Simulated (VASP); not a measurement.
Runs of VASP 6.6.1 on NbTe. The structure is hexagonal, space group P-6m2 (No. 187). Conventional cell: a = 3.703 Å, b = 3.703 Å, c = 3.694 Å, α = 90.00°, β = 90.00°, γ = 120.00°. Te (site symmetry -6m2) has 6 Nb at 2.83 Å as nearest neighbours. Nb (site symmetry -6m2) is surrounded by 6 Te at 2.83 Å. The cell comes from a database or a generator and needn't be the stable form of this composition.

```csv
task,level,cell,k mesh,cutoff (eV),smearing,screening parameter,grid for exact exchange (PRECFOCK),mesh quality,gap on the mesh (eV),pressure (GPa)
single point,"HSE(alpha, omega)",as given,4 × 4 × 4,520,fermi-dirac 0.05 eV,0.2,Fast,coarse,none,-5.6
single point,"HSE(alpha, omega)",as given,4 × 4 × 4,520,fermi-dirac 0.05 eV,0.4,Fast,coarse,none,(a)
single point,r2SCAN,as given,8 × 8 × 7,520,fermi-dirac 0.05 eV,-,-,not flagged,none,(b)
single point,"HSE(alpha, omega)",as given,4 × 4 × 4,520,fermi-dirac 0.05 eV,0.15,Fast,coarse,none,-6.0
single point,"HSE(alpha, omega)",as given,4 × 4 × 4,520,fermi-dirac 0.05 eV,0.3,Fast,coarse,none,-5.0
relaxation of cell and atoms,r2SCAN,relaxed,8 × 8 × 7,600,gaussian 0.05 eV,-,-,not flagged,none,0.0
```

Alike in all rows: potentials or basis VASP PAW PBE potentials, release 64 (Te, Nb_sv); no spin polarisation.

**Question.** Estimate the missing entries.

**Answer.** (a) -4.3; (b) -1.6.

Caveats: some runs use coarse meshes; the PAW data sets were made with another functional, which shifts forces and pressure a little.

A k mesh can miss the band edges, and the runs leave out spin-orbit coupling on Nb, Te.

A gap of «none» marks a metal or a gap under the smearing width.

Not every run made on this cell is shown here.
